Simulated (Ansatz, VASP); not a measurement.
# InP in two plane-wave programs

Wanted: the spread between two codes on one cell, functional and k mesh. The cell is taken from a series of runs on this material, whose earlier steps may have relaxed, scaled, displaced or heated it; both programs get it as it stands.

Program: Ansatz 0.2.0. Level of theory: plane waves, with VASP 6.6.1 beside it; single point at HSE06. Results are calculated unless marked as measured.

### 1. Starting point

It takes space group F-43m (No. 216, cubic). The conventional cell has a = 5.799 Å, b = 5.799 Å, c = 5.799 Å, α = 90.00°, β = 90.00°, γ = 90.00°. In has 4 P at 2.51 Å nearest. Nearest to P lie 4 In at 2.51 Å. Farther neighbours are not listed.

### 2. VASP: single point, HSE06

With cell and atoms fixed, the geometry can't cause a difference; cores, projectors, grids and the points listed under the comparison can.

Lines of VASP's logs that name or quote its potential files are left out, and so is its time.

The run reads the wave functions of an earlier VASP run, which isn't shown here.

The input, INCAR:

```
SYSTEM = InP
PREC = Accurate
ENCUT = 400
EDIFF = 1E-06
NELM = 100
ISMEAR = -1
SIGMA = 0.02
LREAL = .FALSE.
ALGO = Normal
LHFCALC = .TRUE.
AEXX = 0.25
GGA = PE
HFSCREEN = 0.208
LASPH = .TRUE.
NBANDS = 15
PRECFOCK = Fast
LORBIT = 11
LWAVE = .FALSE.
LCHARG = .FALSE.
KPAR = 8
ISIF = 2
```

The input, POSCAR:

```
InP
1.0
    0.0000000000      2.8995998763      2.8995998763
    2.8995998763      0.0000000000      2.8995998763
    2.8995998763      2.8995998763      0.0000000000
In P
1 1
Direct
    0.0000000000      0.0000000000      0.0000000000
    0.7500000000      0.7500000000      0.7500000000
```

The input, KPOINTS:

```
Automatic mesh
0
Gamma
6 6 6
0 0 0
```

PAW data sets: In_d and P (PBE family, release 64).

Command:

```console
$ mpirun -np 8 vasp_std
```

Numbers of over 12 decimals in the logs are rounded to 6 here.

The program printed:

```text
[banner, memory and clock lines left out]
running    8 mpi-ranks, on    1 nodes
 distrk:  each k-point on    1 cores,    8 groups
 distr:  one band on    1 cores,    1 groups

 POSCAR found type information on POSCAR InP
 POSCAR found :  2 types and       2 ions
|                                                                             |
|           W    W    AA    RRRRR   N    N  II  N    N   GGGG   !!!           |
|           W    W   A  A   R    R  NN   N  II  NN   N  G    G  !!!           |
|           W    W  A    A  R    R  N N  N  II  N N  N  G       !!!           |
|           W WW W  AAAAAA  RRRRR   N  N N  II  N  N N  G  GGG   !            |
|           WW  WW  A    A  R   R   N   NN  II  N   NN  G    G                |
|           W    W  A    A  R    R  N    N  II  N    N   GGGG   !!!           |
|                                                                             |
|     For optimal performance we recommend to set                             |
|       NCORE = 2 up to number-of-cores-per-socket                            |
|     NCORE specifies how many cores store one orbital (NPAR=cpu/NCORE).      |
|     This setting can greatly improve the performance of VASP for DFT.       |
|     The default, NCORE=1 might be grossly inefficient on modern             |
|     multi-core architectures or massively parallel machines. Do your        |
|     Unfortunately you need to use the default for GW and RPA                |
|     calculations (for HF NCORE is supported but not extensively tested      |
|     yet).                                                                   |
|                                                                             |

 LDA part: xc-table for (Slater+PW92), standard interpolation
 found WAVECAR, reading the header
 POSCAR, INCAR and KPOINTS ok, starting setup
 FFT: planning ... GRIDC
 FFT: planning ... GRID_SOFT
 FFT: planning ... GRID
 reading WAVECAR
 the WAVECAR file was read successfully
 initial charge from wavefunction
 entering main loop
       N       E                     dE             d eps       ncg     rms          rms(c)
DAV:   1    -0.994872294216E+01   -0.99487E+01   -0.35569E-01   625   0.843E+00    0.371E+00
DAV:   2    -0.995449037640E+01   -0.57674E-02   -0.35101E-02   664   0.173E+00    0.376E+00
DAV:   3    -0.995413071056E+01    0.35967E-03   -0.14894E-03   680   0.601E-01    0.251E+00
DAV:   4    -0.995398553939E+01    0.14517E-03   -0.20429E-04   736   0.192E-01    0.159E+00
DAV:   5    -0.995394365983E+01    0.41880E-04   -0.36063E-05   665   0.694E-02    0.965E-01
DAV:   6    -0.995393180711E+01    0.11853E-04   -0.95419E-06   592   0.338E-02    0.583E-01
DAV:   7    -0.995392774432E+01    0.40628E-05   -0.19694E-06   539   0.170E-02    0.353E-01
DAV:   8    -0.995392606110E+01    0.16832E-05   -0.55133E-07   331   0.884E-03    0.211E-01
DAV:   9    -0.995392635850E+01   -0.29740E-06   -0.33305E-07   324   0.598E-03
   1 F= -.99539264E+01 E0= -.99539264E+01  d E =-.484761E-12
```

From OUTCAR (step 2):

```text
ion  position               nearest neighbor table
   1  0.000  0.000  0.000-   2 2.51   2 2.51   2 2.51   2 2.51
   2  0.750  0.750  0.750-   1 2.51   1 2.51   1 2.51   1 2.51

  LATTYP: Found a face centered cubic cell.
 ALAT       =     5.7991997526

 Subroutine GETGRP returns: Found 24 space group operations
 (whereof 24 operations were pure point group operations)

The static configuration has the point symmetry T_d .

 Found     16 irreducible k-points:

   k-points           NKPTS =     16   k-points in BZ     NKDIM =    216   number of bands    NBANDS=     15

   dimension x,y,z NGX =    28 NGY =   28 NGZ =   28
   dimension x,y,z NGXF=    56 NGYF=   56 NGZF=   56

   ENCUT  =  400.0 eV  29.40 Ry    5.42 a.u.   6.69  6.69  6.69*2*pi/ulx,y,z

   NELECT =      18.0000    total number of electrons

 k-points in reciprocal lattice and weights: Automatic mesh
   0.00000000  0.00000000  0.00000000       0.005
   0.16666667  0.00000000  0.00000000       0.037
   0.33333333  0.00000000  0.00000000       0.037
   0.50000000  0.00000000  0.00000000       0.019
   0.16666667  0.16666667  0.00000000       0.028
   0.33333333  0.16666667  0.00000000       0.111
   0.50000000  0.16666667  0.00000000       0.111
  -0.33333333  0.16666667  0.00000000       0.111
  -0.16666667  0.16666667  0.00000000       0.056
[...]
-0.33333333  0.33333333  0.16666667       0.111
  -0.33333333  0.50000000  0.16666667       0.056

  exchange ACFDT corr.  =         0.00000000  see jH, gK, PRB 81, 115126

 average (electrostatic) potential at core
       1 -89.1319       2 -78.8848

 E-fermi :   5.6010

 k-point     1 :       0.0000    0.0000    0.0000
  band No.  band energies     occupation
    ...
      5     -10.6405      2.00000
      6      -7.8595      2.00000
      7       5.1194      2.00000
      8       5.1194      2.00000
      9       5.1194      2.00000
     10       6.8113      0.00000
     11      10.0400      0.00000
     12      10.0400      0.00000
     13      10.0400      0.00000
     14      14.8754      0.00000
    ...

 k-point     2 :       0.1667    0.0000    0.0000
  band No.  band energies     occupation
    ...
      5     -10.6402      2.00000
      6      -7.5017      2.00000
      7       2.8212      2.00000
      8       4.7746      2.00000
      9       4.7746      2.00000
     10       7.8363      0.00000
     11      10.5195      0.00000
     12      10.5324      0.00000
     13      10.5324      0.00000
     14      14.7389      0.00000
    ...

 k-point     3 :       0.3333    0.0000    0.0000
  band No.  band energies     occupation
    ...
      5     -10.6336      2.00000
      6      -6.5725      2.00000
      7       0.0489      2.00000
      8       4.2333      2.00000
      9       4.2333      2.00000
     10       7.6411      0.00000
     11      10.8726      0.00000
     12      10.8726      0.00000
     13      12.4828      0.00000
     14      15.0495      0.00000
    ...

  Total        1.1904860      1.1904860      1.1904860      0.0000000      0.0000000     -0.0000000
  in kB       39.1192632     39.1192632     39.1192632      0.0000000      0.0000000     -0.0000000
  external PRESSURE =      39.1192632 kB  Pullay stress =       0.0000000 kB

  energy-cutoff  :      400.00
  volume of cell :       48.76
      direct lattice vectors                 reciprocal lattice vectors
     0.000000000  2.899599876  2.899599876    -0.172437585  0.172437585  0.172437585
     2.899599876  0.000000000  2.899599876     0.172437585 -0.172437585  0.172437585
     2.899599876  2.899599876  0.000000000     0.172437585  0.172437585 -0.172437585

 POSITION                                       TOTAL-FORCE (eV/Angst)
 -----------------------------------------------------------------------------------
      0.00000      0.00000      0.00000        -0.000000      0.000000      0.000000
      4.34940      4.34940      4.34940         0.000000     -0.000000     -0.000000
 -----------------------------------------------------------------------------------
    total drift:                               -0.000062     -0.000052     -0.000041

  FREE ENERGIE OF THE ION-ELECTRON SYSTEM (eV)
  ---------------------------------------------------
  free  energy   TOTEN  =        -9.9539263585 eV

  energy  without entropy=       -9.9539263585  energy(sigma->0) =       -9.95392636

 total charge
# of ion       s       p       d       tot
------------------------------------------
    1        0.845   0.823   9.922  11.589
    2        1.019   1.540   0.000   2.558
--------------------------------------------------
tot          1.864   2.362   9.922  14.148

[... 3 further parts left out ...]
```

The run ends at a pressure of 3.91 GPa.

### 3. Ansatz: single point, HSE06

Ansatz runs on its PAW soft_1 files.

The same cell, functional, mesh and smearing now go to Ansatz.

The input, input.yaml:

```yaml
crystal:
  lattice:
    - [0.0, 2.8995998763, 2.8995998763]
    - [2.8995998763, 0.0, 2.8995998763]
    - [2.8995998763, 2.8995998763, 0.0]
  atoms:
    - { symbol: In, position: [0.0, 0.0, 0.0] }
    - { symbol: P, position: [0.75, 0.75, 0.75] }
kpoints:
  mp_grid: { grid: [6, 6, 6] }
scf:
  occupations: { method: fermi_dirac, width: 0.02 }
hamiltonian:
  xc: hse06
  pseudopotentials: { kind: paw, azcp: { folder: soft_1 } }
basis:
  ecutwfc: 600
output:
  forces: true
  stress: true
```

Command:

```console
$ ansatz run input.yaml --threads 8 --pin off --max-ram 18432MiB --backend cpu --events-out ev --progress --plain --runs-dir out
```

The program printed:

```text
Warning: output.stress: scf.convergence.dr2_threshold = 1e-7 eV (the SCF's general default) is looser than the 2e-10 eV advised for a printed stress (1e-10 eV for each atom of the cell: 2). What an SCF threshold leaves in a stress goes as its square root, and in the free energy as the threshold itself, and one threshold admits the most on a small cell: [figures from the program's tests cut] Set scf.convergence.dr2_threshold to 2e-10 eV or tighter. The threshold is an SCF's pass mark: one that does not reach it within its budget of iterations ends unconverged, or closes short of it on a stop that the run arms, and scf.convergence.dr2_threshold's page says what that costs each kind of run
Warning: output.stress: scf.exx.energy_threshold = 1e-6 eV is looser than the 2e-8 eV advised for a stress under a hybrid functional (1e-8 eV for each atom of the cell: 2). Every SCF of the exchange loop can meet its threshold on dr2 while the loop round them stops early: no threshold on dr2 bounds what that leaves in the stress. Set scf.exx.energy_threshold to 2e-8 eV or tighter. The threshold is the loop's pass mark: a loop that does not reach it within its budget of cycles ends unconverged, and scf.exx.energy_threshold's page has the law
Engine: ansatz 0.2.0, aarch64-unknown-linux-gnu
Pseudopotentials: kind: paw
Pseudopotential: In, paw, valence charge 13, recommended cutoff 420 eV (normal), soft_1/In.paw.azcp
Pseudopotential: P, paw, valence charge 5, recommended cutoff 420 eV (normal), soft_1/P.paw.azcp
Functional definition: HSE06
  parameter a = 0.25
  parameter omega = 0.11/bohr
  exchange = pbe_x - a*pbe_x_sr(omega) + a*exact_x_sr(omega)
  correlation = pbe_c
Crystal: 2 atoms, lattice volume = 48.758 Å³
Basis set: ecut = 600 eV, 1639 PW (Γ), exchange–correlation on 72×72×72 points (8 copies of the dense FFT grid, shifted against one another)
Bands: 13, of which v1, the nominal top of the filled ones, is band 9 counted from 1 (8 counted from 0)
Symmetry: 24 space group operations
Space group: F-43m (ITA 216), of the structure as read, at distance tolerance 3.7e-5 Å
k-points: 16 of 216 (time reversal used)
Non-local potential: In, projectors of the file, l = 0: 2, l = 1: 2, l = 2: 2, l = 3: 1
Non-local potential: P, projectors of the file, l = 0: 2, l = 1: 2, l = 2: 1
PAW form: soft (Blöchl's): semilocal exchange-correlation on the pseudo side does not see the compensation charge
PAW frozen core: In, regenerated for the run's functional, and the local potential with it (the file was generated under x = pbe(κ = 0.804, μ = 0.219515), c = pbe(β = 0.066725))
PAW frozen core: P, regenerated for the run's functional, and the local potential with it (the file was generated under x = pbe(κ = 0.804, μ = 0.219515), c = pbe(β = 0.066725))
PAW one-centre angular grid: In, 590 points (default); XC on 64 Gauss nodes
PAW one-centre angular grid: P, 110 points (default); XC on 64 Gauss nodes
Initial density: superposition of atomic densities (chi_scale 0.1, normalization cell, long waves kept (reshape's long-wave potential 0.00 eV rms))
Initial wavefunctions: pseudopotential atomic-orbital guess
Functional: x = pbe(κ = 0.804, μ = 0.219515), c = pbe(β = 0.066725), warm-up for x = pbe(κ = 0.804, μ = 0.219515) + 0.25 (exact − pbe) at short range (hse, ω = 0.207870 Å⁻¹), c = pbe(β = 0.066725); HSE06 as pw.x's `hse` composes it (authors' and Libxc's form: `xc: wpbeh`)
SCF iter   1: F=—  HF=-6354.193064 eV  |F-HF|=—  |Δ(HF+E_count)|=         —  Δρ=3.60e-2  dr2=8.90e-1  ethr=1.00e-1  ⟨swp⟩=5.5  Hψ=657  notcnv=0
preconditioner: auto → none  [insulator: Δε(μ)=1.163 eV  Ē_g=14.658 eV  σ=0.020 eV  W_gap=1.00  n_scr=14 (ndim 8)  ℏωp=22.6 eV  f_vac=0.000  D(μ)=0.00/eV (n_scr^D=0)]
iter 2 solved again at ethr=4.81e-4 eV; its pass at ethr=4.95e-3 eV (dr2=8.66e-2 eV) is discarded
SCF iter   2: F=—  HF=-6354.001483 eV  |F-HF|=—  |Δ(HF+E_count)|=   1.92e-1  Δρ=1.63e-2  dr2=8.62e-2  ethr=4.81e-4  ⟨swp⟩=3.2  Hψ=1005  notcnv=0  defer=1
SCF iter   3: F=—  HF=-6353.992519 eV  |F-HF|=—  |Δ(HF+E_count)|=   8.96e-3  Δρ=6.49e-3  dr2=1.31e-2  ethr=4.79e-4  ⟨swp⟩=2.2  Hψ=419  notcnv=0  defer=1
SCF iter   4: F=—  HF=-6353.993829 eV  |F-HF|=—  |Δ(HF+E_count)|=   1.31e-3  Δρ=1.05e-3  dr2=3.83e-4  ethr=7.28e-5  ⟨swp⟩=4.1  Hψ=534  notcnv=0  defer=3
SCF iter   5: F=-6353.993872 eV  HF=-6353.993904 eV  |F-HF|=3.17e-5  |Δ(HF+E_count)|=   7.45e-5  Δρ=3.97e-4  dr2=6.52e-5  ethr=2.13e-6  ⟨swp⟩=4.1  Hψ=637  notcnv=0  defer=2
SCF 1 stopped early in 5 iterations: F = -6353.993872 eV  dr2 = 6.52e-5
  greatest PAW one-centre occupation: 0.980 electrons in one spin orbital (limit 2), on the In atom at site 0 (counted from 0), in its partial waves of l = 2
Initial density: handed on by an earlier stage of this run
Initial wavefunctions: those handed on with the density
Functional: x = pbe(κ = 0.804, μ = 0.219515) + 0.25 (exact − pbe) at short range (hse, ω = 0.207870 Å⁻¹), c = pbe(β = 0.066725); HSE06 as pw.x's `hse` composes it (authors' and Libxc's form: `xc: wpbeh`)
Exchange kernel: α = 0.2500, screened, ω = 0.2079 Å⁻¹, Wigner–Seitz truncation, v(0) = 1046.7265 eV·Å³, q-mesh 6×6×6, nearest image of the exchange supercell L = 24.60 Å, pair-density grid 18×18×18, without the augmentation charges, whose exchange is taken in its separable form by FFT convolution over the k-point mesh (sized by the pseudopotential files, 27×27×27 at the most), smooth part of the exact exchange by density-matrix convolution
Frozen-core exchange: fock
SCF iter   1: F=—  HF=-6358.538888 eV  |F-HF|=—  |Δ(HF+E_count)|=         —  Δρ=4.70e-3  dr2=6.66e-3  ethr=3.62e-6  ⟨swp⟩=7.4  Hψ=1101  notcnv=0
preconditioner: auto → none  [insulator: Δε(μ)=1.627 eV  Ē_g=16.941 eV  σ=0.020 eV  W_gap=1.00  n_scr=14 (ndim 8)  ℏωp=22.6 eV  f_vac=0.010  D(μ)=0.00/eV (n_scr^D=0)]
SCF iter   2: F=—  HF=-6358.537042 eV  |F-HF|=—  |Δ(HF+E_count)|=   1.85e-3  Δρ=1.21e-3  dr2=1.34e-3  ethr=3.62e-6  ⟨swp⟩=4.0  Hψ=710  notcnv=0
SCF iter   3: F=—  HF=-6358.542151 eV  |F-HF|=—  |Δ(HF+E_count)|=   5.11e-3  Δρ=7.72e-4  dr2=1.97e-4  ethr=3.62e-6  ⟨swp⟩=4.2  Hψ=721  notcnv=0
SCF iter   4: F=—  HF=-6358.542095 eV  |F-HF|=—  |Δ(HF+E_count)|=   5.59e-5  Δρ=5.37e-5  dr2=8.55e-6  ethr=9.51e-7  ⟨swp⟩=3.0  Hψ=433  notcnv=0
SCF iter   5: F=-6358.542171 eV  HF=-6358.542171 eV  |F-HF|=9.51e-7  |Δ(HF+E_count)|=   7.64e-5  Δρ=7.87e-5  dr2=1.75e-6  ethr=4.40e-9  ⟨swp⟩=5.0  Hψ=838  notcnv=0
SCF 2 stopped early in 5 iterations: F = -6358.542171 eV  dr2 = 1.75e-6
  greatest PAW one-centre occupation: 0.983 electrons in one spin orbital (limit 2), on the In atom at site 0 (counted from 0), in its partial waves of l = 2
hybrid outer 1: dexx = +5.716e-3 eV, tail = 1.12e-5 eV
Exchange kernel: α = 0.2500, screened, ω = 0.2079 Å⁻¹, Wigner–Seitz truncation, v(0) = 1046.7265 eV·Å³, q-mesh 6×6×6, nearest image of the exchange supercell L = 24.60 Å, pair-density grid 18×18×18, without the augmentation charges, whose exchange is taken in its separable form by FFT convolution over the k-point mesh (sized by the pseudopotential files, 27×27×27 at the most), smooth part of the exact exchange by density-matrix convolution
Frozen-core exchange: fock
SCF iter   1: F=—  HF=-6358.542000 eV  |F-HF|=—  |Δ(HF+E_count)|=         —  Δρ=3.96e-5  dr2=5.68e-7  ethr=3.12e-7  ⟨swp⟩=3.4  Hψ=448  notcnv=0
preconditioner: auto → none  [insulator: Δε(μ)=1.690 eV  Ē_g=16.910 eV  σ=0.020 eV  W_gap=1.00  n_scr=14 (ndim 8)  ℏωp=22.6 eV  f_vac=0.012  D(μ)=0.00/eV (n_scr^D=0)]
SCF iter   2: F=—  HF=-6358.542001 eV  |F-HF|=—  |Δ(HF+E_count)|=   9.37e-8  Δρ=7.08e-6  dr2=3.84e-8  ethr=2.55e-9  ⟨swp⟩=4.0  Hψ=619  notcnv=0
SCF iter   3: F=—  HF=-6358.542001 eV  |F-HF|=—  |Δ(HF+E_count)|=   2.25e-7  Δρ=7.80e-6  dr2=2.10e-8  ethr=6.14e-11  ⟨swp⟩=4.3  Hψ=717  notcnv=0  defer=1
SCF iter   4: F=-6358.542001 eV  HF=-6358.542001 eV  |F-HF|=4.91e-11  |Δ(HF+E_count)|=   8.55e-9  Δρ=1.06e-6  dr2=8.93e-10  ethr=6.14e-11  ⟨swp⟩=3.0  Hψ=481  notcnv=0
SCF 3 converged in 4 iterations: F = -6358.542001 eV  dr2 = 8.93e-10
  Residual-converged pass: ⟨swp⟩=3.0  Hψ=411  notcnv=0  max |occ|·‖R‖ = 2.4e-6 eV (tolerance 2.4e-6 eV)  dr2=8.84e-10  dr2_onsite=1.06e-10  max |Δocc| = 0.0e0
hybrid outer 2: dexx = +2.214e-7 eV, tail = 3.25e-9 eV, Δε = 1.30e-3 eV (about 3.14e-5 eV left of the loop's levels)
hybrid SCF converged: 2 outer / 9 inner (+5 warm-up), last move |dexx| = 2.21e-7 eV, tail = 3.25e-9 eV
Stability not checked: this state was not tested for a lower state beside it, because the functional holds exact exchange (a hybrid, or Hartree-Fock), whose exchange loop this test does not read (fock_operator; see scf.lower_state_search)
Free energy (F): -6358.542001 eV
Frozen-core exchange: fock
Harris-Foulkes:  -6358.542001 eV  (|F-HF|=4.91e-11)
Internal energy: -6358.542001 eV  (E = F + TS)
E sigma→0 (E₀):  -6358.542001 eV
Fermi energy:    7.879191 eV
--- Per-component energies (eV) ---
  E_band       = -73.866265
  E_kinetic    = 289.285853
  E_local      = -1311.654364  (includes V_loc(G=0)·N_el)
  E_nonlocal   = 357.968886
  E_hartree    = 528.950316
  E_xc         = -173.319939
  E_vxc        = -121.365099  (∫ρ·V_xc dr)
  E_exx        = -40.604845  (= α·E_x^exact, valence–valence)
  E_paw        = -4775.886423  (= ΣΔE_a)
  E_vpaw       = -264.791891  (= ΣTr[D̂ρ^β])
  E_aug_tail   = -0.000069  (compensation charges beyond the density's cutoff)
  E_ewald      = -1233.716991
  E_core_change = 0.435575  (= ΣΔE_core)
  E_smearing   = -0.000000  (= −TS)
  E_closure    = 0.000000  (closes the sum)
  Σ components = -6358.542001   (vs F -6358.542001, Δ=0.00e0)
--- Forces (eV/Å), atoms counted from 1 ---
  atom   1  In    -0.00000000     0.00000000     0.00000000
  atom   2  P      0.00000000    -0.00000000    -0.00000000
  max |Σ_I F_I| component: 2.78e-17 eV/Å
--- Stress (GPa, compression-positive) ---
        4.132370      -0.000000      -0.000000
        0.000000       4.132370       0.000000
       -0.000000       0.000000       4.132370
  P = ⅓ Tr σ = 4.1324 GPa (41.324 kbar)
--- Band table (eV; the first three rows and the last of 16) ---
  k-point 0: bands = ["-8.9600", "-8.9600", "-8.9600", "-8.7778", "-8.7778", "-5.9512", "7.0231", "7.0231", "7.0231", "8.7133"]
  k-point 1: bands = ["-8.9946", "-8.9459", "-8.9459", "-8.7775", "-8.7775", "-5.5939", "4.7251", "6.6782", "6.6782", "9.7382"]
  k-point 2: bands = ["-9.0589", "-8.9230", "-8.9230", "-8.7712", "-8.7712", "-4.6655", "1.9528", "6.1366", "6.1366", "9.5438"]
  k-point 15: bands = ["-9.1365", "-8.8768", "-8.8496", "-8.8115", "-8.7548", "-3.1425", "0.7699", "3.8157", "3.8588", "10.9924"]
  guard bands above this table: 3 of the run's 13 bands. The solve was not asked for them (output.publish_guard_bands: true or output.eigenvalues: true publishes all)
```

Reading the cycles: dr2 is the Hartree energy of the density residual (eV), the measure of convergence; HF is the Harris–Foulkes estimate of the energy, which meets the free energy F at convergence.

The run ends at a pressure of 4.13 GPa.

### 4. Comparison

Known differences besides the potentials themselves: exact exchange at q = 0 is treated differently, which shows on coarse meshes; VASP keeps PBE cores, Ansatz makes them for the functional; the cutoff is 600 eV in Ansatz and 400 eV in VASP; VASP takes a coarser grid for exact exchange (PRECFOCK = Fast). Total energies have different zeros and are not compared.

Both answers:

```tsv
quantity	Ansatz	VASP	difference
pressure (GPa)	4.13	3.91	+0.22
gap on the k mesh (eV)	1.690	1.692	-0.002
```

A gap on the mesh is an upper bound, since the band edges may lie between its points.

### 5. Results

| Quantity | Value |
| --- | --- |
| difference in gap on the k mesh (single point, HSE06) | -0.0017 eV |

The difference in gap on the k mesh is -0.0017 eV (single point, HSE06), within the 0.08 eV picked in this series as the mark of a large difference. How closely two codes agree says nothing of how well the functional describes the real material.

[Lines on the potential files, build, host, timing and source positions are cut from VASP's logs without a mark.]

[Logs are printed without paths, hosts, clocks, repeated set-up lines and the standing remarks that a program may print on its own settings, such as how far it seeks lower states.]

[Hosts, paths, dates, database ids (printed as entryN), source tags and the programs' standing remarks are cut or masked in the printed files.]
